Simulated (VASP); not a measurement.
Given:

```
CELL_PARAMETERS angstrom
     -1.61372     1.61372     5.35746
      1.61372    -1.61372     5.35746
      1.61372     1.61372    -5.35746
ATOMIC_POSITIONS crystal
  V  0.74758 0.74758 0.00000
  V  0.49758 0.99758 0.50000
  Si 0.16842 0.16842 0.00000
  Si 0.91842 0.41842 0.50000
```
Starting moments (μB, in the order of the record's atoms V V Si Si): 0.1 0.1 0.0 0.0.

Level of theory: PBEsol GGA, VASP's PBE PAW potentials (set 64) (plane waves; VASP). Settings: 400 eV cut-off, Gaussian smearing of 0.050 eV, potentials V_sv Si.

Q: Estimate the cell moment, band gap (along the path) with the smallest direct gap where there is one.

A: 
| Quantity | Result |
|---|---|
| band gap (along the path) | none (metal, semimetal or under 0.01 eV) |
| cell moment | 0.00 μB |

The structure was generated: VSi was put into the NbAs type (I4_1md), which need not be its known phase. It was relaxed first.
